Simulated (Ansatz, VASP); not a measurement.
This is a calculation of NbTe for VASP 6.6.1.

Contents of INCAR:

```
PREC = Accurate ; ENCUT = 520
EDIFF = 1E-6 ; ISMEAR = -1
SIGMA = 0.05 ; LREAL = F
LASPH = T ; NELM = 100
ALGO = Normal ; ISIF = 2
LWAVE = F ; LCHARG = F
GGA = PS ; NBANDS = 16
```

KPOINTS

```
regular mesh
0
Gamma
  8 8 7
```

File POSCAR:

```
NbTe
1.0
    3.6273822700      0.0000000000      0.0000000000
   -1.8136911350      3.1414051951      0.0000000000
    0.0000000000      0.0000000000      3.6187977783
Te Nb
1 1
Direct
    0.6666666667      0.3333333333      0.0000000000
    0.0000000000      0.0000000000      0.5000000000
```

Potentials or basis: VASP PAW PBE potentials, release 64 (Te, Nb_sv).

Run with:

```bash
$ cat potpaw_PBE.64/Te/POTCAR potpaw_PBE.64/Nb_sv/POTCAR > POTCAR
$ mpirun -np 1 vasp_std > vasp.out
```

Question: Translate it to Ansatz 0.2.0. Potentials there: all-electron LAPW, scalar-relativistic.

Answer: As run (the cutoff follows the program's own potentials):

The input input.yaml:

```yaml
crystal:
  lattice:
    - [3.62738227, 0.0, 0.0]
    - [-1.813691135, 3.1414051951, 0.0]
    - [0.0, 0.0, 3.6187977783]
  atoms:
    - { symbol: Te, position: [0.6666666667, 0.3333333333, 0.0] }
    - { symbol: Nb, position: [0.0, 0.0, 0.5] }
kpoints:
  mp_grid: { grid: [8, 8, 7] }
scf:
  occupations: { method: fermi_dirac, width: 0.05 }
hamiltonian:
  xc: pbesol
  pseudopotentials: { kind: all_electron, lapw: { basis_error: 0.001 } }
output:
  forces: true
  stress: true
  eigenvalues: true
```

Potentials or basis: all-electron LAPW, scalar-relativistic.

Launch:

```bash
$ ansatz run input.yaml --threads 1 --pin off --max-ram 3072MiB --backend cpu --events-out ev --progress --plain --runs-dir out
```

Both were run:

|  | VASP | Ansatz | Ansatz less VASP |
| --- | --- | --- | --- |
| gap on the k mesh at the Fermi level (eV) | none | none | - |
| pressure (GPa) | 2.6 | 2.7 | +0.10 |
| largest component of the traceless stress (GPa) | 1.53 | 1.56 | +0.026 |

A gap of «none» marks a metal or a gap that the smearing closes. Ansatz ran all-electron here, so the differences hold the error of VASP's frozen core and of both bases.

Caveats: the PAW data sets were made with another functional, which shifts forces and pressure a little (VASP). Spin-orbit coupling is left out, which matters for the levels of Te.
